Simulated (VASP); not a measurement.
# ZnPt under strain, part 3 of 3

How does the pressure of ZnPt answer to a change of volume? The bands are shown for each cell. All runs use LDA. Left out of this account: at least 1 further run (self-consistent run: a reference on another mesh). The start is a cell from a database of measured crystal structures.

VASP 6.6.1; LDA; plane waves and PAW (Zn, Pt).

Still holding for the runs below: Spin-orbit coupling is off here; it can split and shift levels that hold much weight on Pt by tenths of an eV or more.

So far, pressure (GPa): step 2 (bands, cell as listed) -10.4; step 3 (cell volume +4.0 %) -16.2; step 4 (cell volume +8.0 %) -20.7; step 5 (bands, sheared, principal strains -2.7, +1.0, +1.7 %) -10.0.

### Step 6. Bands, volume times 0.96

The cell is compressed evenly, with fractional positions held.

Input file INCAR:

```
SYSTEM = ZnPt
PREC = Accurate
ENCUT = 400
EDIFF = 1E-06
NELM = 100
ISMEAR = -1
SIGMA = 0.05
LREAL = .FALSE.
ALGO = Normal
GGA = CA
NBANDS = 23
LASPH = .TRUE.
LORBIT = 11
LWAVE = .FALSE.
LCHARG = .FALSE.
KPAR = 2
```

Input file POSCAR:

```
ZnPt
1.0
    2.8252925524      0.0000000000      0.0000000000
    0.0000000000      2.8252925524      0.0000000000
    0.0000000000      0.0000000000      3.4625617524
Zn Pt
1 1
Direct
    0.5000000000      0.5000000000      0.5000000000
    0.0000000000      0.0000000000      0.0000000000
```

Input file KPOINTS:

```
Automatic mesh
0
Gamma
13 13 11
0 0 0
```

Input file KPOINTS_OPT:

```
Line mode
16
Line-mode
Reciprocal
  0.00000000   0.00000000   0.00000000 GAMMA
  0.00000000   0.50000000   0.00000000 X

  0.00000000   0.50000000   0.00000000 X
  0.50000000   0.50000000   0.00000000 M

  0.50000000   0.50000000   0.00000000 M
  0.00000000   0.00000000   0.00000000 GAMMA

  0.00000000   0.00000000   0.00000000 GAMMA
  0.00000000   0.00000000   0.50000000 Z

  0.00000000   0.00000000   0.50000000 Z
  0.00000000   0.50000000   0.50000000 R

  0.00000000   0.50000000   0.50000000 R
  0.50000000   0.50000000   0.50000000 A

  0.50000000   0.50000000   0.50000000 A
  0.00000000   0.00000000   0.50000000 Z

  0.00000000   0.50000000   0.00000000 X
  0.00000000   0.50000000   0.50000000 R

  0.50000000   0.50000000   0.00000000 M
  0.50000000   0.50000000   0.50000000 A
```

PAW data sets: Zn and Pt (LDA family, release 64).

The run is started by

```bash
$ mpirun -np 2 vasp_std
```

The log of the run:

```text
[... set-up lines as in an earlier step ...]
 entering main loop
       N       E                     dE             d eps       ncg     rms          rms(c)
DAV:   1     0.108548215085E+03    0.10855E+03   -0.87303E+03  8429   0.109E+03
DAV:   2    -0.491081497135E+01   -0.11346E+03   -0.10545E+03  8155   0.243E+02
DAV:   3    -0.109347339940E+02   -0.60239E+01   -0.59801E+01  9310   0.552E+01
DAV:   4    -0.109909519527E+02   -0.56218E-01   -0.56206E-01  9093   0.501E+00
DAV:   5    -0.109916313388E+02   -0.67939E-03   -0.67938E-03  9429   0.565E-01    0.113E+01
DAV:   6    -0.105893862506E+02    0.40225E+00   -0.69205E-01  9638   0.139E+01    0.592E+00
DAV:   7    -0.105405740425E+02    0.48812E-01   -0.38327E-02 10794   0.232E+00    0.245E+00
DAV:   8    -0.105305512589E+02    0.10023E-01   -0.86060E-03  9403   0.788E-01    0.161E-01
DAV:   9    -0.105304626579E+02    0.88601E-04   -0.35819E-04 10690   0.300E-01    0.622E-02
DAV:  10    -0.105304372192E+02    0.25439E-04   -0.76753E-05  9156   0.804E-02    0.162E-02
DAV:  11    -0.105304372520E+02   -0.32868E-07   -0.62537E-06  9437   0.171E-02
   1 F= -.10530437E+02 E0= -.10528113E+02  d E =-.464807E-02
 Start KPOINTS_OPT (optional k-point list driver)
k-point batch [1-144\144]
       N       E                     dE             ncg
DAV:   1     0.256949595283E+05   -0.68045E+05     7221
DAV:   2     0.947924391975E+04   -0.16216E+05     7128
DAV:   3     0.863141351554E+04   -0.84783E+03     7884
DAV:   4     0.862344974964E+04   -0.79638E+01     7984
DAV:   5     0.862334443917E+04   -0.10531E+00     8039
DAV:   6     0.862334223301E+04   -0.22062E-02     8300
DAV:   7     0.862334218660E+04   -0.46409E-04     7839
DAV:   8     0.862334218555E+04   -0.10527E-05     6078
DAV:   9     0.862334218540E+04   -0.14411E-06     5503
```

Wall time 15 s (2 MPI ranks of Intel Xeon 6975P-C (Granite Rapids), shared host); peak memory 0.4 GiB.

From OUTCAR (step 6):

```text
   ENCUT  =  400.0 eV  29.40 Ry    5.42 a.u.   4.61  4.61  5.65*2*pi/ulx,y,z

   NELECT =      22.0000    total number of electrons

 E-fermi :   7.7566

 k-point     1 :       0.0000    0.0000    0.0000
  band No.  band energies     occupation
    ...
      7       2.9472      2.00000
      8       3.6350      2.00000
      9       6.2223      2.00000
     10       6.2223      2.00000
     11       6.8263      2.00000
     12      10.1722      0.00000
     13      16.2309      0.00000
     14      16.2309      0.00000
     15      17.0576      0.00000
     16      23.3315      0.00000
    ...

  Total       -0.4599411     -0.4599411     -0.4783186      0.0000000     -0.0000000      0.0000000
  in kB      -26.6617385    -26.6617385    -27.7270401      0.0000000     -0.0000000      0.0000000
  external PRESSURE =     -27.0168390 kB  Pullay stress =       0.0000000 kB

 POSITION                                       TOTAL-FORCE (eV/Angst)
 -----------------------------------------------------------------------------------
      1.41265      1.41265      1.73128         0.000000      0.000000      0.000000
      0.00000      0.00000      0.00000         0.000000      0.000000      0.000000
 -----------------------------------------------------------------------------------
    total drift:                                0.000000     -0.000000      0.000000

  FREE ENERGIE OF THE ION-ELECTRON SYSTEM (eV)
  ---------------------------------------------------
  free  energy   TOTEN  =       -10.5304372520 eV

  energy  without entropy=      -10.5257891797  energy(sigma->0) =      -10.52811322

[... 3 parts as in an earlier step ...]

[... 13 further parts left out ...]
```

This step gave:

| Quantity | Value |
| --- | --- |
| irreducible k-points | 168 |
| symmetry operations | 16 |
| free energy (TOTEN) | -10.53 eV |
| energy at zero smearing | -10.53 eV |
| Fermi energy | 7.757 eV |
| pressure | -2.702 GPa |

Electronic bands along the path, in eV, zero at the Fermi level; # counts the bands kept in this run:

```csv
point,#8,#9,#10,#11,#12,#13,#14
Γ,-4.12,-1.53,-1.53,-0.93,2.42,8.47,8.47
0.47 of the way,-3.74,-3.23,-1.85,-1.59,3.70,5.21,9.68
X,-4.48,-4.26,-2.76,-1.65,1.27,9.27,9.99
0.53 of the way,-3.41,-3.04,-2.26,-1.47,1.20,8.29,8.74
M,-2.62,-2.62,-0.49,-0.49,0.23,5.38,5.83
0.53 of the way,-3.66,-3.28,-2.69,-2.12,4.66,5.59,7.07
Γ,-4.12,-1.53,-1.53,-0.93,2.42,8.47,8.47
0.53 of the way,-4.65,-2.10,-2.10,-0.97,-0.62,10.43,10.43
Z,-5.21,-2.51,-2.51,-1.97,-1.01,12.57,14.05
0.47 of the way,-4.26,-2.28,-2.10,-1.64,-1.58,7.81,8.55
R,-2.15,-2.01,-1.61,-1.41,-1.21,3.31,4.43
0.47 of the way,-4.24,-2.93,-1.14,1.50,1.96,3.52,3.91
A,-5.35,-1.30,0.25,2.74,5.28,5.28,5.66
0.47 of the way,-3.89,-2.93,-2.23,-0.70,0.37,6.62,8.42
Z,-5.21,-2.51,-2.51,-1.97,-1.01,12.57,14.05
jump to X,-4.48,-4.26,-2.76,-1.65,1.27,9.27,9.99
0.53 of the way,-3.97,-2.42,-2.42,-1.63,0.84,5.17,6.07
R,-2.15,-2.01,-1.61,-1.41,-1.21,3.31,4.43
jump to M,-2.62,-2.62,-0.49,-0.49,0.23,5.38,5.83
0.53 of the way,-4.44,-2.04,0.24,2.38,2.38,3.87,5.43
A,-5.35,-1.30,0.25,2.74,5.28,5.28,5.66
```

Of the projections kept (Zn, Pt), the largest for each band there, as a share of the weight inside these atoms' spheres; weight between the spheres isn't counted:

```csv
point,#8,#9,#10,#11,#12,#13,#14
Γ,Pt 0.73,Pt 0.93,Pt 0.93,Pt 0.98,Zn 0.50,Zn 0.60,Zn 0.60
X,Pt 0.91,Zn 0.74,Pt 0.97,Pt 1.00,Pt 0.94,Zn 0.62,Pt 0.67
M,Pt 0.79,Pt 0.79,Pt 0.51,Pt 0.51,Pt 1.00,Pt 0.87,Zn 0.62
Γ,Pt 0.73,Pt 0.93,Pt 0.93,Pt 0.98,Zn 0.50,Zn 0.60,Zn 0.60
Z,Pt 1.00,Pt 0.96,Pt 0.96,Pt 0.96,Pt 1.00,Zn 1.00,Zn 0.70
R,Pt 0.91,Zn 0.55,Pt 0.92,Pt 0.65,Pt 0.95,Pt 0.89,Pt 0.53
```

 The pressure is -2.70 GPa.

Between step 2 and this run (cell volume -4.0 %) the value for the pressure moves from -10.4 GPa to -2.70 GPa.

### Step 7. Bands, volume times 0.92

The cell is scaled evenly once more. A prediction first. A least-squares parabola for the 4 pressures of evenly scaled cells so far, P = -10.32 -168.2 t +443 t² GPa with t = ln(V/V₁) and V₁ the volume at scale 1, gives 6.79 GPa at t = -0.0834.

INCAR is that of step 6.

Input file POSCAR:

```
ZnPt
1.0
    2.7854943983      0.0000000000      0.0000000000
    0.0000000000      2.7854943983      0.0000000000
    0.0000000000      0.0000000000      3.4137867800
Zn Pt
1 1
Direct
    0.5000000000      0.5000000000      0.5000000000
    0.0000000000      0.0000000000      0.0000000000
```

KPOINTS is that of step 6.

KPOINTS_OPT is that of step 6.

The run is started by

```bash
$ mpirun -np 2 vasp_std
```

The log of the run:

```text
[... set-up lines as in an earlier step ...]
 entering main loop
       N       E                     dE             d eps       ncg     rms          rms(c)
DAV:   1     0.107799060947E+03    0.10780E+03   -0.87799E+03  8511   0.110E+03
DAV:   2    -0.509536522894E+01   -0.11289E+03   -0.10500E+03  8246   0.244E+02
DAV:   3    -0.109316714156E+02   -0.58363E+01   -0.57933E+01  9254   0.547E+01
DAV:   4    -0.109845069154E+02   -0.52835E-01   -0.52826E-01  9101   0.488E+00
DAV:   5    -0.109851384265E+02   -0.63151E-03   -0.63150E-03  9436   0.548E-01    0.128E+01
DAV:   6    -0.105764230582E+02    0.40872E+00   -0.63927E-01  9759   0.141E+01    0.671E+00
DAV:   7    -0.105220524474E+02    0.54371E-01   -0.44722E-02 10636   0.221E+00    0.250E+00
DAV:   8    -0.105125942167E+02    0.94582E-02   -0.62000E-03 10268   0.887E-01    0.129E-01
DAV:   9    -0.105125280825E+02    0.66134E-04   -0.62906E-04  8998   0.225E-01    0.600E-02
DAV:  10    -0.105125118908E+02    0.16192E-04   -0.36951E-05 10797   0.101E-01    0.221E-02
DAV:  11    -0.105125106780E+02    0.12128E-05   -0.76962E-06  9275   0.197E-02    0.634E-03
DAV:  12    -0.105125106770E+02    0.97907E-09   -0.37495E-07  5117   0.556E-03
   1 F= -.10512511E+02 E0= -.10510286E+02  d E =-.444994E-02
 Start KPOINTS_OPT (optional k-point list driver)
k-point batch [1-144\144]
       N       E                     dE             ncg
DAV:   1     0.274129517136E+05   -0.68241E+05     7213
DAV:   2     0.108984676352E+05   -0.16514E+05     7030
DAV:   3     0.100405642748E+05   -0.85790E+03     7870
DAV:   4     0.100325920320E+05   -0.79722E+01     7899
DAV:   5     0.100324900604E+05   -0.10197E+00     8115
DAV:   6     0.100324879830E+05   -0.20773E-02     8407
DAV:   7     0.100324879412E+05   -0.41810E-04     7986
DAV:   8     0.100324879403E+05   -0.93602E-06     6130
```

It took 15 s on 2 MPI ranks; peak memory 0.4 GiB.

OUTCAR, selected parts (step 7):

```text
   ENCUT  =  400.0 eV  29.40 Ry    5.42 a.u.   4.54  4.54  5.57*2*pi/ulx,y,z

   NELECT =      22.0000    total number of electrons

 E-fermi :   8.3872

 k-point     1 :       0.0000    0.0000    0.0000
  band No.  band energies     occupation
    ...
      7       3.3200      2.00000
      8       4.0792      2.00000
      9       6.7902      2.00000
     10       6.7902      2.00000
     11       7.4212      2.00000
     12      10.7599      0.00000
     13      16.9936      0.00000
     14      16.9936      0.00000
     15      18.1628      0.00000
     16      24.3026      0.00000
    ...

  Total        1.2352222      1.2352222      1.1354932      0.0000000      0.0000000      0.0000000
  in kB       74.7161855     74.7161855     68.6837708      0.0000000      0.0000000      0.0000000
  external PRESSURE =      72.7053806 kB  Pullay stress =       0.0000000 kB

 POSITION                                       TOTAL-FORCE (eV/Angst)
 -----------------------------------------------------------------------------------
      1.39275      1.39275      1.70689         0.000000      0.000000      0.000000
      0.00000      0.00000      0.00000         0.000000      0.000000      0.000000
 -----------------------------------------------------------------------------------
    total drift:                                0.000000     -0.000000     -0.000000

  FREE ENERGIE OF THE ION-ELECTRON SYSTEM (eV)
  ---------------------------------------------------
  free  energy   TOTEN  =       -10.5125106770 eV

  energy  without entropy=      -10.5080607390  energy(sigma->0) =      -10.51028571

[... 4 parts as in an earlier step ...]

[... 12 further parts left out ...]
```

Numbers from this step:

```yaml
scf_cycles: 12
free_energy_toten: -10.51 eV
energy_at_zero_smearing: -10.51 eV
fermi_energy: 8.387 eV
pressure: 7.271 GPa
```

The electronic bands at the labelled points (eV, zero at the Fermi level; # counts the bands kept in this run):

```csv
point,#8,#9,#10,#11,#12,#13,#14
Γ,-4.31,-1.60,-1.60,-0.97,2.37,8.61,8.61
0.47 of the way,-3.93,-3.43,-1.97,-1.66,3.79,5.33,10.03
X,-4.77,-4.38,-2.94,-1.74,1.37,9.39,10.22
0.47 of the way,-3.79,-3.55,-2.27,-1.78,1.31,9.24,9.80
M,-2.72,-2.72,-0.63,-0.63,0.28,5.68,6.20
0.47 of the way,-3.55,-3.52,-2.90,-2.32,4.03,5.71,8.16
Γ,-4.31,-1.60,-1.60,-0.97,2.37,8.61,8.61
0.47 of the way,-4.70,-2.11,-2.11,-1.01,-0.24,10.22,10.22
Z,-5.55,-2.67,-2.67,-2.08,-1.06,12.67,14.39
0.47 of the way,-4.53,-2.43,-2.21,-1.73,-1.66,8.09,8.79
R,-2.25,-2.22,-1.67,-1.58,-1.25,3.54,4.72
0.47 of the way,-4.52,-3.10,-1.18,1.50,1.98,3.74,4.14
A,-5.70,-1.37,0.29,2.86,5.39,5.39,5.73
0.47 of the way,-4.12,-3.10,-2.36,-0.69,0.38,6.84,8.67
Z,-5.55,-2.67,-2.67,-2.08,-1.06,12.67,14.39
jump to X,-4.77,-4.38,-2.94,-1.74,1.37,9.39,10.22
0.47 of the way,-4.38,-2.83,-2.63,-1.71,1.04,5.98,6.73
R,-2.25,-2.22,-1.67,-1.58,-1.25,3.54,4.72
jump to M,-2.72,-2.72,-0.63,-0.63,0.28,5.68,6.20
0.53 of the way,-4.69,-2.14,0.29,2.41,2.41,4.04,5.68
A,-5.70,-1.37,0.29,2.86,5.39,5.39,5.73
```

Of the projections kept (Zn, Pt), the largest for each band there, as a share of the weight inside these atoms' spheres; weight between the spheres isn't counted:

```csv
point,#8,#9,#10,#11,#12,#13,#14
Γ,Pt 0.70,Pt 0.93,Pt 0.93,Pt 0.98,Pt 0.51,Zn 0.59,Zn 0.59
X,Pt 0.91,Zn 0.74,Pt 0.97,Pt 1.00,Pt 0.94,Zn 0.63,Pt 0.65
M,Pt 0.77,Pt 0.77,Pt 0.51,Pt 0.51,Pt 1.00,Pt 0.86,Zn 0.62
Γ,Pt 0.70,Pt 0.93,Pt 0.93,Pt 0.98,Pt 0.51,Zn 0.59,Zn 0.59
Z,Pt 1.00,Pt 0.95,Pt 0.95,Pt 0.96,Pt 1.00,Zn 1.00,Zn 0.86
R,Pt 0.90,Zn 0.55,Pt 0.91,Pt 0.65,Pt 0.94,Pt 0.89,Pt 0.53
```

 The pressure is 7.27 GPa. The parabola predicted 6.79 GPa, -0.48 GPa off.

### Step 8. Bands, atoms displaced by up to 0.03 Å

In the first cell the atoms are moved off their sites at random; since the same shifts repeat in every cell, this is a frozen displacement of whole sublattices.

INCAR is that of step 7.

Input file POSCAR:

```
ZnPt
1.0
    2.8640000000      0.0000000000      0.0000000000
    0.0000000000      2.8640000000      0.0000000000
    0.0000000000      0.0000000000      3.5100000000
Zn Pt
1 1
Direct
    0.4996090000      0.4982000000      0.4984650000
    0.0020110000     -0.0111810000     -0.0021930000
```

KPOINTS is that of step 7.

KPOINTS_OPT is that of step 7.

The run is started by

```bash
$ mpirun -np 2 vasp_std
```

The log of the run:

```text
[... set-up lines as in an earlier step ...]
 entering main loop
       N       E                     dE             d eps       ncg     rms          rms(c)
DAV:   1     0.107941335314E+03    0.10794E+03   -0.87678E+03 46639   0.107E+03
DAV:   2    -0.493939476576E+01   -0.11288E+03   -0.10500E+03 45496   0.241E+02
DAV:   3    -0.108778928602E+02   -0.59385E+01   -0.58947E+01 51635   0.548E+01
DAV:   4    -0.109332755113E+02   -0.55383E-01   -0.55372E-01 49914   0.498E+00
DAV:   5    -0.109339598118E+02   -0.68430E-03   -0.68429E-03 52454   0.568E-01    0.100E+01
DAV:   6    -0.105398921221E+02    0.39407E+00   -0.73454E-01 52653   0.136E+01    0.527E+00
DAV:   7    -0.104950035882E+02    0.44889E-01   -0.35385E-02 59232   0.242E+00    0.237E+00
DAV:   8    -0.104843864658E+02    0.10617E-01   -0.12932E-02 52594   0.985E-01    0.213E-01
DAV:   9    -0.104841806602E+02    0.20581E-03   -0.50218E-04 52922   0.499E-01    0.919E-02
DAV:  10    -0.104841397376E+02    0.40923E-04   -0.12467E-04 49011   0.732E-02    0.194E-02
DAV:  11    -0.104841397880E+02   -0.50404E-07   -0.61841E-06 52602   0.172E-02
   1 F= -.10484140E+02 E0= -.10481689E+02  d E =-.490221E-02
 Start KPOINTS_OPT (optional k-point list driver)
k-point batch [1-144\144]
       N       E                     dE             ncg
DAV:   1     0.463412679593E+05   -0.71375E+05     7152
DAV:   2     0.298948943017E+05   -0.16446E+05     7037
DAV:   3     0.290243993844E+05   -0.87049E+03     7961
DAV:   4     0.290159166985E+05   -0.84827E+01     7800
DAV:   5     0.290158029691E+05   -0.11373E+00     8102
DAV:   6     0.290158005690E+05   -0.24001E-02     8190
DAV:   7     0.290158005169E+05   -0.52129E-04     7997
DAV:   8     0.290158005158E+05   -0.11342E-05     6052
DAV:   9     0.290158005156E+05   -0.15537E-06     5587
```

Run time: 59 s. Hardware: 2 MPI ranks; peak memory 1.3 GiB; 1.9 min of CPU time.

From OUTCAR (step 8):

```text
   NELECT =      22.0000    total number of electrons

 E-fermi :   7.1813

 k-point     1 :       0.0000    0.0000    0.0000
  band No.  band energies     occupation
    ...
      7       2.6105      2.00000
      8       3.2338      2.00000
      9       5.7036      2.00000
     10       5.7048      2.00000
     11       6.2836      2.00000
     12       9.6350      0.00000
     13      15.5262      0.00000
     14      15.5284      0.00000
     15      16.0429      0.00000
     16      22.4296      0.00000
    ...

  Total       -1.8664879     -1.8708546     -1.8195521     -0.0027721      0.0015341     -0.0004213
  in kB     -103.8682015   -104.1112041   -101.2562739     -0.1542672      0.0853738     -0.0234457
  external PRESSURE =    -103.0785598 kB  Pullay stress =       0.0000000 kB

 POSITION                                       TOTAL-FORCE (eV/Angst)
 -----------------------------------------------------------------------------------
      1.43088      1.42684      1.74961         0.024374     -0.094863     -0.013752
      0.00576      2.83198      3.50230        -0.024374      0.094863      0.013752
 -----------------------------------------------------------------------------------
    total drift:                                0.000037     -0.000041     -0.000016

  FREE ENERGIE OF THE ION-ELECTRON SYSTEM (eV)
  ---------------------------------------------------
  free  energy   TOTEN  =       -10.4841397880 eV

  energy  without entropy=      -10.4792375779  energy(sigma->0) =      -10.48168868

[... 5 parts as in an earlier step ...]

[... 12 further parts left out ...]
```

Numbers from this step:

```yaml
scf_cycles: 11
irreducible_k_points: 930
symmetry_operations: 1
free_energy_toten: -10.48 eV
energy_at_zero_smearing: -10.48 eV
fermi_energy: 7.181 eV
pressure: -10.31 GPa
```

Electronic bands along the path, in eV, zero at the Fermi level; # counts the bands kept in this run:

```csv
point,#8,#9,#10,#11,#12,#13,#14
Γ,-3.95,-1.48,-1.48,-0.90,2.45,8.34,8.35
0.47 of the way,-3.56,-3.05,-1.75,-1.52,3.61,5.11,9.35
X,-4.21,-4.14,-2.59,-1.57,1.18,9.14,9.77
0.47 of the way,-3.43,-3.15,-2.07,-1.57,1.15,8.76,9.13
M,-2.53,-2.53,-0.35,-0.35,0.19,5.10,5.49
0.53 of the way,-3.48,-3.09,-2.53,-2.03,4.59,5.35,6.89
Γ,-3.95,-1.48,-1.48,-0.90,2.45,8.34,8.35
0.53 of the way,-4.45,-2.00,-1.99,-0.93,-0.57,10.21,10.21
Z,-4.89,-2.37,-2.37,-1.87,-0.96,12.45,13.60
0.53 of the way,-3.74,-2.10,-1.91,-1.61,-1.49,6.85,7.43
R,-2.05,-1.82,-1.55,-1.25,-1.16,3.10,4.16
0.53 of the way,-4.23,-2.39,-1.07,2.02,2.47,3.40,3.54
A,-5.04,-1.24,0.20,2.62,5.18,5.18,5.58
0.53 of the way,-3.43,-3.22,-2.17,-0.96,-0.20,7.26,8.57
Z,-4.89,-2.37,-2.37,-1.87,-0.96,12.45,13.60
jump to X,-4.21,-4.14,-2.59,-1.57,1.18,9.14,9.77
0.47 of the way,-3.85,-2.52,-2.35,-1.56,0.92,5.56,6.27
R,-2.05,-1.82,-1.55,-1.25,-1.16,3.10,4.16
jump to M,-2.53,-2.53,-0.35,-0.35,0.19,5.10,5.49
0.53 of the way,-4.21,-1.96,0.20,2.36,2.36,3.70,5.19
A,-5.04,-1.24,0.20,2.62,5.18,5.18,5.58
```

Of the projections kept (Zn, Pt), the largest for each band there, as a share of the weight inside these atoms' spheres; weight between the spheres isn't counted:

```csv
point,#8,#9,#10,#11,#12,#13,#14
Γ,Pt 0.76,Pt 0.94,Pt 0.94,Pt 0.98,Zn 0.50,Zn 0.60,Zn 0.60
X,Pt 0.98,Zn 0.74,Pt 0.98,Pt 1.00,Pt 0.95,Zn 0.60,Pt 0.68
M,Pt 0.81,Pt 0.81,Pt 0.51,Pt 0.51,Pt 1.00,Pt 0.88,Zn 0.62
Γ,Pt 0.76,Pt 0.94,Pt 0.94,Pt 0.98,Zn 0.50,Zn 0.60,Zn 0.60
Z,Pt 1.00,Pt 0.96,Pt 0.96,Pt 0.96,Pt 1.00,Zn 0.99,Zn 0.72
R,Pt 0.92,Zn 0.55,Pt 0.93,Pt 0.70,Pt 0.93,Pt 0.90,Pt 0.54
```

Force by atom:

```csv
atom,x (eV/Å),y (eV/Å),z (eV/Å),size
Zn1,0.0244,-0.0949,-0.0138,0.0989
Pt2,-0.0244,0.0949,0.0138,0.0989
```

 The pressure is -10.31 GPa, and the symmetry operations fall from 16 to 1.

### Step 9. Side by side

| cell | mesh | pressure (GPa) | gap (eV) |
| --- | --- | --- | --- |
| cell as listed | 13×13×11 | -10.35 | none |
| volume times 1.04 | 13×13×11 | -16.20 | none |
| volume times 1.08 | 13×13×11 | -20.65 | none |
| sheared, principal strains -2.7, +1.0, +1.7 % | 13×13×11 | -10.02 | none |
| volume times 0.96 | 13×13×11 | -2.70 | none |
| volume times 0.92 | 13×13×11 | 7.27 | none |
| atoms displaced by up to 0.03 Å | 13×13×11 | -10.31 | none |

### Step 10. Summary of results

```json
{
 "pressure, cell as listed": "-10.4 GPa",
 "pressure, volume times 1.04": "-16.2 GPa",
 "pressure, volume times 1.08": "-20.7 GPa",
 "pressure, sheared, principal strains -2.7, +1.0, +1.7 %": "-10.0 GPa",
 "pressure, volume times 0.96": "-2.70 GPa",
 "pressure, volume times 0.92": "7.27 GPa",
 "pressure, atoms displaced by up to 0.03 Å": "-10.3 GPa",
 "bulk modulus at the listed volume, shape and positions held": "170 GPa"
}
```

The slope of pressure against ln V at the listed volume gives a bulk modulus of 170 GPa at fixed shape and positions (not that of equilibrium, since the cell bears -10.4 GPa there). Spin-orbit coupling is left out, and with elements this heavy it would split and shift bands near the Fermi level.

[Lines on the potential files, build, host, timing and source positions are cut from VASP's logs without a mark.]

[Logs are printed without paths, hosts, clocks, repeated set-up lines and the standing remarks that a program may print on its own settings, such as how far it seeks lower states.]

[Hosts, paths, dates, database ids (printed as entryN), source tags and the programs' standing remarks are cut or masked in the printed files.]

[A measured line is paired with the nearest computed mode of its activity, which favours agreement.]

[In band tables of VASP the shares of atoms and orbitals are scaled to a sum of 1 inside the atoms' spheres.]
